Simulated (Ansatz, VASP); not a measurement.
# Cross-check of Hf (Hafnium) between VASP and Ansatz, part 2 of 2

Wanted: the spread between two codes on one cell, functional and k mesh. The structure shown is the end of the Ansatz relaxation below.

VASP 6.6.1 and Ansatz 0.2.0.

So far. Step 3 (VASP: single point, PBEsol, pair 1): The run ends at a pressure of 5.56 GPa.

## Step 6: VASP: single point, PBEsol, pair 2

Level of this step: PBEsol; plane waves and PAW (Hf_pv) (VASP).

The same cell, functional, mesh and smearing now go to VASP, with its own data sets.

Input file INCAR:

```
SYSTEM = Hf
PREC = Accurate
ENCUT = 500
EDIFF = 1E-06
NELM = 120
ISMEAR = 1
SIGMA = 0.2
LREAL = .FALSE.
ALGO = Normal
GGA = PS
NBANDS = 16
LASPH = .TRUE.
LORBIT = 11
LWAVE = .FALSE.
LCHARG = .FALSE.
ISIF = 2
GGA_COMPAT = .FALSE.
KPAR = 2
```

Input file POSCAR:

```
Hf
1.0
    3.0656094208      0.0000000000      0.0000000000
   -1.5328047104      2.6548956365      0.0000000000
    0.0000000000      0.0000000000      5.1106343528
Hf
2
Direct
    0.3333333334      0.6666666668      0.2500000000
    0.6666666668      0.3333333334      0.7500000000
```

Input file KPOINTS:

```
Automatic mesh
0
Gamma
15 15 8
0 0 0
```

The projector-augmented-wave data sets are Hf_pv (PBE family, release 64).

The run is started by

```bash
mpirun -np 2 vasp_std
```

Numbers of over 12 decimals in the logs are rounded to 6 here.

The program printed:

```text
[banner, memory and clock lines left out]
running    2 mpi-ranks, on    1 nodes
[...]
[... a notice as in an earlier step ...]

 LDA part: xc-table for (Slater+PW92), standard interpolation
 POSCAR, INCAR and KPOINTS ok, starting setup
[...]
entering main loop
       N       E                     dE             d eps       ncg     rms          rms(c)
DAV:   1     0.467596076286E+02    0.46760E+02   -0.11449E+04  4336   0.117E+03
DAV:   2    -0.200975023199E+02   -0.66857E+02   -0.65424E+02  5808   0.251E+02
DAV:   3    -0.216430463886E+02   -0.15455E+01   -0.15379E+01  5744   0.264E+01
DAV:   4    -0.216539182257E+02   -0.10872E-01   -0.10870E-01  5416   0.272E+00
[...]
DAV:  10    -0.209542720680E+02    0.69629E-05   -0.42876E-05  5080   0.485E-02    0.217E-01
DAV:  11    -0.209542730703E+02   -0.10023E-05   -0.50369E-06  5208   0.163E-02    0.102E-02
DAV:  12    -0.209542731155E+02   -0.45221E-07   -0.35756E-07  3048   0.449E-03
   1 F= -.20954273E+02 E0= -.20954677E+02  d E =0.121204E-02
```

From OUTCAR (step 6):

```text
  Total        1.6628064      1.6628064     -0.1157549      0.0000000     -0.0000000      0.0000000
  in kB       64.0491243     64.0491243     -4.4587285      0.0000000     -0.0000000      0.0000000
  external PRESSURE =      41.2131734 kB  Pullay stress =       0.0000000 kB

 POSITION                                       TOTAL-FORCE (eV/Angst)
 -----------------------------------------------------------------------------------
      0.00000      1.76993      1.27766         0.000000      0.000000      0.000000
      1.53280      0.88497      3.83298        -0.000000      0.000000      0.000000
 -----------------------------------------------------------------------------------
    total drift:                               -0.000000     -0.000000      0.000000

  FREE ENERGIE OF THE ION-ELECTRON SYSTEM (eV)
  ---------------------------------------------------
  free  energy   TOTEN  =       -20.9542731155 eV

  energy  without entropy=      -20.9554851555  energy(sigma->0) =      -20.95467713

[... 1 part as in an earlier step ...]

[... 2 further parts left out ...]
[key lines of the parts left out:]
E-fermi :   5.2674
```

The run ends at a pressure of 4.12 GPa.

## Step 7: Differences

What differs besides the data sets and the points named for the pairs above, as far as they apply: the data sets hold 52 valence electrons in Ansatz (on its PAW soft_1 files) and 20 in VASP. Total energies have different zeros and are not compared.

Both answers:

| quantity | Ansatz | VASP | difference |
| --- | --- | --- | --- |
| pressure (GPa) | 4.48 | 4.12 | +0.36 |

## Step 8: Ansatz: relaxation, PBEsol

This run makes the geometry at which the two programs are then compared. The cell compared in this pair holds 42.12 Å³, against 41.59 Å³ for the pair before.

The structure compared here is the end of the Ansatz relaxation.

Input file input.yaml:

```yaml
crystal:
  lattice:
    - [3.0972136417, 0.0, 0.0]
    - [-1.5486068209, 2.6822656946, 0.0]
    - [0.0, 0.0, 5.0319597784]
  atoms:
    - { symbol: Hf, position: [0.3333333333, 0.6666666667, 0.25] }
    - { symbol: Hf, position: [0.6666666667, 0.3333333333, 0.75] }
kpoints:
  mp_grid: { grid: [15, 15, 8] }
hamiltonian:
  xc: pbesol
  pseudopotentials: { kind: paw, azcp: { folder: soft_1 }, xc_functional: pbe }
scf:
  occupations: { method: methfessel_paxton, width: 0.2 }
output:
  forces: true
  stress: true
  eigenvalues: true
relax:
  adjacent_minimum: "off"
  f_tol: 0.001
  max_steps: 60
  cell: { stress_tol: 0.01, fix: [a, b, gamma] }
```

The run is started by

```bash
ansatz run input.yaml --threads 4 --pin off --max-ram 10240MiB --backend cpu --events-out ev --progress --plain --runs-dir out
```

The program printed:

```text
[...]
Crystal: 2 atoms, lattice volume = 41.803 Å³
Basis set: ecut = 420 eV, 785 PW (Γ), exchange–correlation on 48×48×72 points (8 copies of the dense FFT grid, shifted against one another)
Bands: 32, of which v1, the nominal top of the filled ones, is band 26 counted from 1 (25 counted from 0)
Symmetry: 24 space group operations
[...]
k-points: 135 of 1800
[...]
k-point 134: bands = [... 22 lower, 17.3889, 17.3889, 17.7326, 17.7326, 19.1325, 19.1325, 21.7534, 21.7534, ... 2 higher]
--- Relaxed structure (4 steps of the walk, 4 accepted, 1 SCFs on fresh bases) ---
[...]
cell:  # Å, volume = 42.1181 Å³
    - [3.097214, 2.886757512695053e-11, 0]
    - [-1.548607, 2.682266, 0]
    - [0, 0.0, 5.069856]
  atoms:
    - { symbol: Hf, position: [0.333333, 0.666667, 0.25] }
    - { symbol: Hf, position: [0.666667, 0.333333, 0.75] }
[key lines of the parts left out:]
SCF converged after 7 iterations
Free energy (F): -31197.580996 eV
Fermi energy:    19.246356 eV
P = ⅓ Tr σ = 2.9608 GPa (29.608 kbar)
```

## Step 9: VASP: single point, PBEsol, pair 3

The same cell, functional, mesh and smearing now go to VASP, with its own data sets.

INCAR is that of step 6.

Input file POSCAR:

```
Hf
1.0
    3.0972136417      0.0000000000      0.0000000000
   -1.5486068209      2.6822656946      0.0000000000
    0.0000000000      0.0000000000      5.0698563910
Hf
2
Direct
    0.3333333334      0.6666666668      0.2500000000
    0.6666666668      0.3333333334      0.7500000000
```

KPOINTS is that of step 6.

The run is started by

```bash
mpirun -np 2 vasp_std
```

The program printed:

```text
[... set-up lines as in an earlier step ...]
 entering main loop
       N       E                     dE             d eps       ncg     rms          rms(c)
DAV:   1     0.466481064168E+02    0.46648E+02   -0.11339E+04  4328   0.116E+03
DAV:   2    -0.201478076669E+02   -0.66796E+02   -0.65445E+02  5720   0.251E+02
DAV:   3    -0.216918502005E+02   -0.15440E+01   -0.15355E+01  5720   0.264E+01
DAV:   4    -0.217028431322E+02   -0.10993E-01   -0.10991E-01  5352   0.272E+00
[...]
DAV:  10    -0.209834711400E+02    0.79276E-05   -0.42479E-05  5048   0.480E-02    0.208E-01
DAV:  11    -0.209834723700E+02   -0.12301E-05   -0.45576E-06  5344   0.155E-02    0.111E-02
DAV:  12    -0.209834724080E+02   -0.37948E-07   -0.32678E-07  3024   0.427E-03
   1 F= -.20983472E+02 E0= -.20984321E+02  d E =0.254677E-02
```

OUTCAR, selected parts (step 9):

```text
  Total        1.0808073      1.0808073     -0.1173230     -0.0000000     -0.0000000      0.0000000
  in kB       41.1140466     41.1140466     -4.4629808     -0.0000000     -0.0000000      0.0000000
  external PRESSURE =      25.9217041 kB  Pullay stress =       0.0000000 kB

 POSITION                                       TOTAL-FORCE (eV/Angst)
 -----------------------------------------------------------------------------------
     -0.00000      1.78818      1.26746         0.000000      0.000000      0.000000
      1.54861      0.89409      3.80239        -0.000000     -0.000000      0.000000
 -----------------------------------------------------------------------------------
    total drift:                               -0.000000     -0.000000      0.000000

  FREE ENERGIE OF THE ION-ELECTRON SYSTEM (eV)
  ---------------------------------------------------
  free  energy   TOTEN  =       -20.9834724080 eV

  energy  without entropy=      -20.9860191773  energy(sigma->0) =      -20.98432133

[... 1 part as in an earlier step ...]

[... 2 further parts left out ...]
[key lines of the parts left out:]
E-fermi :   5.1861
```

The run ends at a pressure of 2.59 GPa.

## Step 10: Side by side

What differs besides the data sets and the points named for the pairs above, as far as they apply: the data sets hold 52 valence electrons in Ansatz (on its PAW soft_1 files) and 20 in VASP. Total energies have different zeros and are not compared.

Compared:

| quantity | Ansatz | VASP | difference |
| --- | --- | --- | --- |
| pressure (GPa) | 2.96 | 2.59 | +0.37 |

## Step 11: Outcome

```
difference in pressure (single point, PBEsol, pair 1) : 0.35 GPa
difference in pressure (single point, PBEsol, pair 2) : 0.36 GPa
difference in pressure (single point, PBEsol, pair 3) : 0.37 GPa
```

**Reading.** The difference in pressure is 0.37 GPa (single point, PBEsol, pair 3), within the 1 GPa picked in this series as the mark of a large difference. The data sets hold unlike numbers of valence electrons (52 in Ansatz and 20 in VASP), so part of the differences comes from the potentials. 5 further runs of this series are not shown here. Such differences can come from data sets, numerical settings and the points named under the comparisons, not from the functional's error against experiment.

[Lines on the potential files, build, host, timing and source positions are cut from VASP's logs without a mark.]

[Logs are printed without paths, hosts, clocks, repeated set-up lines and the standing remarks that a program may print on its own settings, such as how far it seeks lower states.]

[Hosts, paths, dates, database ids (printed as entryN), source tags and the programs' standing remarks are cut or masked in the printed files.]
